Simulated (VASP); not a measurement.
These are PBE GGA, VASP's PBE PAW potentials (set 64) (plane waves; VASP 6.6.1) values and carry that method's errors.

A VASP calculation is set up with these files.

POSCAR:
```
Cd
1.0
  1.4900000000  -2.5807560000   0.0000000000
  1.4900000000   2.5807560000   0.0000000000
  0.0000000000   0.0000000000   5.6200000000
Cd
2
Cartesian
  1.4900000000   0.8602537205   1.4050000000
  1.4900000000  -0.8602537205   4.2150000000
```

### INCAR
```
! general
SYSTEM   =  Cd
PREC     =  Accurate
ENCUT    =  400   ! plane-wave cut-off (eV)
LREAL    =  .FALSE.
LASPH    =  .TRUE.

! electronic loop
EDIFF    =  1E-6   ! SCF stop (eV)
NELM     =  100   ! most electronic steps
ALGO     =  Normal
LMAXMIX  =  4

! smearing
ISMEAR   =  1   ! Methfessel-Paxton
SIGMA    =  0.1   ! width (eV)

! functional
GGA      =  PE   ! PBE

! ions
ISIF     =  2   ! forces and stress, cell fixed

! output
LWAVE    =  .FALSE.
LCHARG   =  .FALSE.
```

### KPOINTS
```
kpoints
0
G
13 13 6
```

POTCAR, in this order: Cd (PBE.64 set). Program: vasp_std.

Output of the run:

**OSZICAR**
```
       N       E                     dE             d eps       ncg     rms          rms(c)
DAV:   1     0.142889992212E+03    0.14289E+03   -0.11745E+04  2696   0.124E+03
DAV:   2     0.125396620516E+01   -0.14164E+03   -0.13901E+03  2776   0.342E+02
DAV:   3    -0.157697041596E+01   -0.28309E+01   -0.28285E+01  3360   0.583E+01
DAV:   4    -0.157987500192E+01   -0.29046E-02   -0.29045E-02  3144   0.161E+00
DAV:   5    -0.157988323085E+01   -0.82289E-05   -0.82284E-05  3368   0.797E-02    0.461E+00
DAV:   6    -0.148131443845E+01    0.98569E-01   -0.28689E-01  2864   0.697E+00    0.364E+00
DAV:   7    -0.147593332970E+01    0.53811E-02   -0.33167E-02  3096   0.190E+00    0.166E+00
DAV:   8    -0.147604365660E+01   -0.11033E-03   -0.36115E-03  2944   0.872E-01    0.937E-02
DAV:   9    -0.147608287374E+01   -0.39217E-04   -0.22032E-05  3416   0.560E-02    0.373E-02
DAV:  10    -0.147612101935E+01   -0.38146E-04   -0.34918E-05  3008   0.659E-02    0.383E-03
DAV:  11    -0.147612140518E+01   -0.38583E-06   -0.36064E-08  2056   0.204E-03
   1 F= -.14761214E+01 E0= -.14759526E+01  d E =-.506273E-03
```

File OUTCAR:
```
------------------------ aborting loop because EDIFF is reached ----------------------------------------
  FORCE on cell =-STRESS in cart. coord.  units (eV):
  Direction    XX          YY          ZZ          XY          YZ          ZX
  --------------------------------------------------------------------------------------
  Total        0.7017626      0.7017628      0.2962011      0.0000000      0.0000000      0.0000000
  in kB       26.0136508     26.0136568     10.9798845      0.0000000      0.0000000      0.0000000
  external PRESSURE =      21.0023974 kB  Pullay stress =       0.0000000 kB
  volume of cell :       43.22
      direct lattice vectors                 reciprocal lattice vectors
     1.490000000 -2.580756000  0.000000000     0.335570470 -0.193741679  0.000000000
     1.490000000  2.580756000  0.000000000     0.335570470  0.193741679  0.000000000
     0.000000000  0.000000000  5.620000000     0.000000000  0.000000000  0.177935943
 POSITION                                       TOTAL-FORCE (eV/Angst)
 -----------------------------------------------------------------------------------
      1.49000      0.86025      1.40500         0.000000      0.000000      0.000000
      1.49000     -0.86025      4.21500         0.000000      0.000000      0.000000
 -----------------------------------------------------------------------------------
    total drift:                               -0.000000      0.000194      0.000001
  FREE ENERGIE OF THE ION-ELECTRON SYSTEM (eV)
  ---------------------------------------------------
  free  energy   TOTEN  =        -1.4761214052 eV

  energy  without entropy=       -1.4756151324  energy(sigma->0) =       -1.47595265
```
(Selected blocks of OUTCAR.)

File OUTCAR:
```
 val. band max:        2.9876069492   @ k =   0.3077   0.0000   0.0000

 cond. band min:       3.0032564236   @ k =   0.3846   0.0769   0.0000


 Fermi energy:         2.9984790023

 k-point     1 :       0.0000    0.0000    0.0000
  band No.  band energies     occupation
      1      -6.9202      2.00000
      2      -6.6542      2.00000
      3      -6.2913      2.00000
      4      -6.2913      2.00000
      5      -6.2399      2.00000
      6      -6.2399      2.00000
      7      -5.8928      2.00000
      8      -5.7702      2.00000
      9      -5.7702      2.00000
     10      -5.5197      2.00000
     11      -5.5197      2.00000
     12      -0.0671      2.00000
     13      -0.0630      2.00000
     14      13.5261      0.00000
     15      17.4231      0.00000
     16      17.8418      0.00000

 k-point     2 :       0.0769   -0.0000    0.0000
  band No.  band energies     occupation
      1      -6.8596      2.00000
      2      -6.5994      2.00000
      3      -6.3126      2.00000
      4      -6.2612      2.00000
      5      -6.2366      2.00000
      6      -6.1875      2.00000
      7      -5.8149      2.00000
      8      -5.7895      2.00000
      9      -5.7647      2.00000
     10      -5.5968      2.00000
     11      -5.5186      2.00000
     12       0.0232      2.00000
     13       0.1646      2.00000
     14      13.7197      0.00000
     15      15.4821      0.00000
     16      16.7149      0.00000

 k-point     3 :       0.1538    0.0000    0.0000
  band No.  band energies     occupation
      1      -6.7417      2.00000
      2      -6.5092      2.00000
      3      -6.3741      2.00000
      4      -6.2538      2.00000
      5      -6.0827      2.00000
      6      -6.0394      2.00000
      7      -5.9608      2.00000
      8      -5.8392      2.00000
      9      -5.7640      2.00000
     10      -5.5185      2.00000
     11      -5.3232      2.00000
     12       0.3003      2.00000
     13       0.8118      2.00000
...
```

The compound is Cd in the hcp structure. The cell was not relaxed at this level.
